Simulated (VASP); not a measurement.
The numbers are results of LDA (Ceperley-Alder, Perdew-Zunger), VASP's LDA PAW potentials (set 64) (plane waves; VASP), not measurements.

A VASP calculation is set up with these files.

INCAR:
```
SYSTEM = AlN
PREC = Accurate
ENCUT = 620
EDIFF = 1E-6
NELM = 100
ALGO = Normal
LREAL = .FALSE.
LASPH = .TRUE.
ISMEAR = 0
SIGMA = 0.05
LWAVE = .FALSE.
LCHARG = .FALSE.
IBRION = 2
ISIF = 3
NSW = 40
EDIFFG = -0.02
PSTRESS = 50
```

**KPOINTS**
```
Automatic mesh
0
Gamma
8 8 5
0 0 0
```

File POSCAR:
```
AlN
1
    1.5339338122    -2.6568512925     0.0000000000
    1.5339338122     2.6568512925    -0.0000000000
    0.0000000000     0.0000000000     4.9114805513
Al N
2 2
Direct
  0.6666670000   0.3333330000   0.5000622860
  0.3333330000   0.6666670000   0.0000622860
  0.6666670000   0.3333330000   0.8819377140
  0.3333330000   0.6666670000   0.3819377140
```

POTCAR, in this order: Al N (LDA.64 set). Program: vasp_std.

The resulting files:

**OUTCAR**
```
 ion  position               nearest neighbor table
   1  0.667  0.333  0.500-   4 1.86   4 1.86   4 1.86   3 1.88   2 3.03   2 3.03   2 3.03   2 3.03
                             2 3.03   2 3.03
   2  0.333  0.667  0.000-   3 1.86   3 1.86   3 1.86   4 1.88   1 3.03   1 3.03   1 3.03   1 3.03
                             1 3.03   1 3.03
   3  0.667  0.333  0.882-   2 1.86   2 1.86   2 1.86   1 1.88
   4  0.333  0.667  0.382-   1 1.86   1 1.86   1 1.86   2 1.88
  LATTYP: Found a hexagonal cell.
 ALAT       =     3.0678676195
 C/A-ratio  =     1.6009427917
 Subroutine PRICEL returns:
 Original cell was already a primitive cell.
 Subroutine GETGRP returns: Found 12 space group operations
The static configuration has the point symmetry C_3v.
 The point group associated with its full space group is C_6v.
The dynamic configuration has the point symmetry C_3v.
 Subroutine INISYM returns: Found 12 space group operations
 Subroutine IBZKPT returns following result:
 Found     30 irreducible k-points:

 Following reciprocal coordinates:
            Coordinates               Weight
  0.000000  0.000000  0.000000      1.000000
  0.125000  0.000000  0.000000      6.000000
  0.250000  0.000000  0.000000      6.000000
  0.375000  0.000000  0.000000      6.000000
  0.500000  0.000000  0.000000      3.000000
  0.125000  0.125000  0.000000      6.000000
  0.250000  0.125000  0.000000     12.000000
  0.375000  0.125000  0.000000     12.000000
  0.250000  0.250000  0.000000      6.000000
  0.375000  0.250000  0.000000      6.000000
  0.000000  0.000000  0.200000      2.000000
  0.125000  0.000000  0.200000     12.000000
  0.250000  0.000000  0.200000     12.000000
  0.375000  0.000000  0.200000     12.000000
  0.500000  0.000000  0.200000      6.000000
  0.125000  0.125000  0.200000     12.000000
  0.250000  0.125000  0.200000     24.000000
  0.375000  0.125000  0.200000     24.000000
...
```

OSZICAR:
```
       N       E                     dE             d eps       ncg     rms          rms(c)
DAV:   1     0.572065473242E+02    0.57207E+02   -0.85707E+03   720   0.139E+03
DAV:   2    -0.339269095121E+02   -0.91133E+02   -0.83390E+02  1064   0.228E+02
DAV:   3    -0.380371205957E+02   -0.41102E+01   -0.40897E+01   932   0.528E+01
DAV:   4    -0.380669097627E+02   -0.29789E-01   -0.29784E-01   836   0.534E+00
DAV:   5    -0.380672837605E+02   -0.37400E-03   -0.37399E-03   920   0.583E-01    0.125E+01
DAV:   6    -0.329523063046E+02    0.51150E+01   -0.18170E+01   840   0.325E+01    0.448E+00
DAV:   7    -0.328862818825E+02    0.66024E-01   -0.60624E-01   816   0.589E+00    0.279E+00
DAV:   8    -0.328324394889E+02    0.53842E-01   -0.78913E-02   816   0.284E+00    0.364E-01
DAV:   9    -0.328282561338E+02    0.41834E-02   -0.12360E-02   888   0.819E-01    0.204E-01
DAV:  10    -0.328283890738E+02   -0.13294E-03   -0.63813E-04   828   0.204E-01    0.997E-02
DAV:  11    -0.328283511740E+02    0.37900E-04   -0.88821E-05   856   0.830E-02    0.188E-02
DAV:  12    -0.328283510021E+02    0.17198E-06   -0.10232E-06   660   0.930E-03
   1 F= -.31579025E+02 E0= -.31579025E+02  d E =-.315790E+02
```

### OUTCAR
```
------------------------ aborting loop because EDIFF is reached ----------------------------------------
  FORCE on cell =-STRESS in cart. coord.  units (eV):
  Direction    XX          YY          ZZ          XY          YZ          ZX
  --------------------------------------------------------------------------------------
  Total        1.2684454      1.2684454      1.1701302      0.0000000      0.0000000      0.0000000
  in kB       50.7651981     50.7651979     46.8304671      0.0000000      0.0000000      0.0000000
  external PRESSURE =      -0.5463790 kB  Pullay stress =      50.0000000 kB
  volume of cell :       40.03
      direct lattice vectors                 reciprocal lattice vectors
     1.533933812 -2.656851292  0.000000000     0.325959305 -0.188192693  0.000000000
     1.533933812  2.656851292  0.000000000     0.325959305  0.188192693  0.000000000
     0.000000000  0.000000000  4.911480551     0.000000000  0.000000000  0.203604593
  FREE ENERGIE OF THE ION-ELECTRON SYSTEM (eV)
  ---------------------------------------------------
  free  energy   TOTEN  =       -32.8283510021 eV

  energy  without entropy=      -32.8283510021  energy(sigma->0) =      -32.82835100
  enthalpy is  TOTEN    =       -31.5790251872 eV   P V=        1.2493258149

 reached required accuracy - stopping structural energy minimisation
```
(Selected blocks of OUTCAR.)

The compound is AlN in the wurtzite structure. It was relaxed first under an external pressure of 5 GPa.
